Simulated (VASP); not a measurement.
# Vibrations of LaB6 at several levels of theory, part 3 of 3

Aim: the vibrations of LaB6 at the zone centre, at several levels of theory. The starting structure is a measured crystal structure from the Crystallography Open Database.

VASP 6.6.1.

Results so far: LDA A1g 1311.3 cm⁻¹; LDA at the measured cell A1g 1234.8 cm⁻¹; PBEsol A1g 1296.9 cm⁻¹; PBE A1g 1262.1 cm⁻¹; PBEsol + D3(BJ) A1g 1335.6 cm⁻¹.

## (7) Modes with r2SCAN

Level of this step: r2SCAN; plane waves and PAW (La, B) (VASP).

r2SCAN adds the kinetic-energy density, costs more than a GGA and is run with LASPH. The cell comes from a relaxation at this level, not shown (71.62 Å³).

INCAR reads:

```
SYSTEM = LaB6
PREC = Accurate
ENCUT = 450
EDIFF = 1E-08
NELM = 100
ISMEAR = 0
SIGMA = 0.05
LREAL = .FALSE.
ALGO = Normal
METAGGA = R2SCAN
LASPH = .TRUE.
NBANDS = 21
LORBIT = 11
LWAVE = .FALSE.
LCHARG = .FALSE.
KPAR = 8
IBRION = 6
NFREE = 2
POTIM = 0.015
NSW = 1
ISIF = 2
```

POSCAR reads:

```
LaB6
1.0
    4.1527693411      0.0000000000      0.0000000000
    0.0000000000      4.1527693411      0.0000000000
    0.0000000000      0.0000000000      4.1527693411
La B
1 6
Direct
    0.0000000000      0.0000000000      0.0000000000
    0.5000000000      0.5000000000      0.8000321805
    0.5000000000      0.5000000000      0.1999678195
    0.5000000000      0.8000321805      0.5000000000
    0.8000321805      0.5000000000      0.5000000000
    0.5000000000      0.1999678195      0.5000000000
    0.1999678195      0.5000000000      0.5000000000
```

KPOINTS reads:

```
Automatic mesh
0
Gamma
8 8 8
0 0 0
```

Potentials, in the order of the species: La and B (PBE family, release 64).

On the command line:

```
mpirun -np 8 vasp_std
```

The log of the run:

```text
[banner, memory and clock lines left out]
running    8 mpi-ranks, on    1 nodes
[...]
[... a notice as in an earlier step ...]

 [... a notice as in an earlier step ...]

 LDA part: xc-table for (None), standard interpolation
 POSCAR, INCAR and KPOINTS ok, starting setup
[...]
entering main loop
       N       E                     dE             d eps       ncg     rms          rms(c)
DAV:   1     0.181763260789E+03    0.18176E+03   -0.10462E+04  1518   0.158E+03
DAV:   2    -0.554438129002E+02   -0.23721E+03   -0.21698E+03  1879   0.297E+02
DAV:   3    -0.866543596582E+02   -0.31211E+02   -0.28512E+02  2222   0.141E+02
DAV:   4    -0.877715566943E+02   -0.11172E+01   -0.10949E+01  2740   0.236E+01
[...]
DAV:  18    -0.782159262244E+02    0.69183E-07   -0.55498E-09  1517   0.675E-04    0.217E-04
DAV:  19    -0.782159261677E+02    0.56678E-07   -0.18905E-09  1154   0.511E-04    0.584E-05
DAV:  20    -0.782159261640E+02    0.36982E-08   -0.69537E-10  1108   0.354E-04
   1 F= -.78215926E+02 E0= -.78215411E+02  d E =-.102957E-02
[... from here on, the cycles between the ionic steps are left out ...]
   2 F= -.78215148E+02 E0= -.78214633E+02  d E =-.103017E-02
   3 F= -.78215163E+02 E0= -.78214648E+02  d E =-.103011E-02
   4 F= -.78214383E+02 E0= -.78213875E+02  d E =-.101483E-02
   5 F= -.78214383E+02 E0= -.78213875E+02  d E =-.101482E-02
   6 F= -.78211730E+02 E0= -.78211218E+02  d E =-.102545E-02
   7 F= -.78211776E+02 E0= -.78211276E+02  d E =-.100013E-02
 Finite differences progress:
  Degree of freedom:   3/  3
  Displacement:        2/  2
  Total:               6/  6
```

Run time: 24 min. Hardware: 8 MPI ranks of AMD EPYC 7R43, shared host; peak memory 3.5 GiB.

From OUTCAR (step 7):

```text
  Total        0.0345348      0.0345348      0.1029389      0.0000000      0.0000000      0.0000000
  in kB        0.7725985      0.7725985      2.3029087      0.0000000      0.0000000      0.0000000
  external PRESSURE =       1.2827019 kB  Pullay stress =       0.0000000 kB

 POSITION                                       TOTAL-FORCE (eV/Angst)
 -----------------------------------------------------------------------------------
      0.00000      0.00000      0.00000         0.000000      0.000000     -0.004265
      2.07638      2.07638      3.30735         0.000000      0.000000      0.553229
      2.07638      2.07638      0.83042         0.000000      0.000000     -0.252969
      2.07638      3.32235      2.07638         0.000000      0.037302     -0.073999
      3.32235      2.07638      2.07638         0.037302      0.000000     -0.073999
      2.07638      0.83042      2.07638         0.000000     -0.037302     -0.073999
      0.83042      2.07638      2.07638        -0.037302      0.000000     -0.073999
 -----------------------------------------------------------------------------------
    total drift:                                0.000000      0.000000      0.000111

  FREE ENERGIE OF THE ION-ELECTRON SYSTEM (eV)
  ---------------------------------------------------
  free  energy   TOTEN  =       -78.2117756393 eV

  energy  without entropy=      -78.2107755055  energy(sigma->0) =      -78.21127557

[... 1 part as in an earlier step ...]

[... 2 further parts left out ...]
[key lines of the parts left out:]
E-fermi :   8.7446
```

With r2SCAN the modes are at the top A1g 1270.4, Eg 1118.6 cm⁻¹, at the bottom T2u 513.5, T1u (1) 190.6 cm⁻¹, with 3 more of the listed ones between; the largest shift is -40.9 cm⁻¹, in A1g, from LDA.

## (8) All runs side by side

| run | A1g | Eg | T1u (2) | T2g | T1g | T2u | T1u (1) | core minutes |
| --- | --- | --- | --- | --- | --- | --- | --- | --- |
| LDA | 1311.3 | 1155.0 | 873.3 | 717.5 | 574.7 | 528.9 | 194.1 | 13.5 |
| LDA at the measured cell | 1234.8 | 1093.1 | 834.9 | 688.1 | 573.7 | 503.2 | 175.2 | 18.7 |
| PBEsol | 1296.9 | 1141.7 | 860.1 | 705.7 | 562.0 | 518.4 | 186.2 | 21.7 |
| PBE | 1262.1 | 1113.3 | 845.7 | 689.1 | 569.0 | 504.7 | 181.1 | 25.7 |
| PBEsol + D3(BJ) | 1335.6 | 1173.1 | 879.6 | 720.4 | 561.8 | 531.2 | 195.5 | 24.4 |
| r2SCAN | 1270.4 | 1118.6 | 864.7 | 698.5 | 593.0 | 513.5 | 190.6 | 191.0 |

Modes are in cm⁻¹, degenerate ones as one, matched between runs by symmetry and order. A number in brackets counts the listed modes of one symmetry from the lowest. The symmetry labels come from an automatic analysis and can be wrong where levels nearly coincide. Core minutes are wall time times ranks of the run shown, on a shared host.

## (9) Summary of results

```json
{
 "A1g, LDA": "1311.3 cm⁻¹",
 "T1u (1), LDA": "194.1 cm⁻¹",
 "A1g, LDA at the measured cell": "1234.8 cm⁻¹",
 "T1u (1), LDA at the measured cell": "175.2 cm⁻¹",
 "A1g, PBEsol": "1296.9 cm⁻¹",
 "T1u (1), PBEsol": "186.2 cm⁻¹",
 "A1g, PBE": "1262.1 cm⁻¹",
 "T1u (1), PBE": "181.1 cm⁻¹",
 "A1g, PBEsol + D3(BJ)": "1335.6 cm⁻¹",
 "T1u (1), PBEsol + D3(BJ)": "195.5 cm⁻¹",
 "A1g, r2SCAN": "1270.4 cm⁻¹",
 "T1u (1), r2SCAN": "190.6 cm⁻¹"
}
```

In words: Among the runs matched mode by mode, on the cells relaxed at each level, the A1g mode of LaB6, the highest of the listed ones in the run with LDA, lies between 1262 cm⁻¹ (PBE) and 1336 cm⁻¹ (PBEsol + D3(BJ)). Among the runs matched mode by mode, on the cells relaxed at each level, the T1u (1) mode of LaB6, the lowest of the listed ones in the run with LDA, lies between 181 cm⁻¹ (PBE) and 196 cm⁻¹ (PBEsol + D3(BJ)). Taking the measured cell, +4.3 % in volume, instead of the one relaxed with LDA moves A1g by -76.5 cm⁻¹. The mesh isn't converged: on a 10×10×10 mesh, in a run told elsewhere, Eg with LDA is 1150.4 cm⁻¹ in place of 1155.0. These runs have no gap, or one under 0.08 eV; such runs hang more on mesh and smearing. A dispersion term summed over pairs of atoms is doubtful in a bulk metal. The frequencies are harmonic. Further runs on this material are not shown.

[Lines on the potential files, build, host, timing and source positions are cut from VASP's logs without a mark.]

[Logs are printed without paths, hosts, clocks, repeated set-up lines and the standing remarks that a program may print on its own settings, such as how far it seeks lower states.]

[Hosts, paths, dates, database ids (printed as entryN), source tags and the programs' standing remarks are cut or masked in the printed files.]
